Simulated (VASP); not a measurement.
Input:

```
CELL_PARAMETERS angstrom
      1.51301    -2.62061     0.00000
      1.51301     2.62061     0.00000
      0.00000     0.00000     3.22955
ATOMIC_POSITIONS crystal
  Ti 0.00000 0.00000 0.00000
  B  0.33333 0.66667 0.50000
  B  0.66667 0.33333 0.50000
```

Calculation: r2SCAN meta-GGA, VASP's PBE PAW potentials (set 64) (plane waves; VASP 6.6.1). Numerical set-up: 520 eV cut-off, 13×13×11 Γ-centred mesh, tetrahedra with Blöchl corrections, potentials Ti_sv B.

The cores are frozen, which limits the accuracy of field gradients.

Problem. Give the principal components of the electric field gradient (V/Å²) and the asymmetry η at each nucleus.

Solution. 
```tsv
atom	Vxx	Vyy	Vzz	η
Ti1	-9.3	-9.3	18.5	0.00
B2	-2.3	-2.3	4.5	0.00
B3	-2.3	-2.3	4.5	0.00
```

The compound is TiB2 in the AlB2 type structure. It was relaxed first.
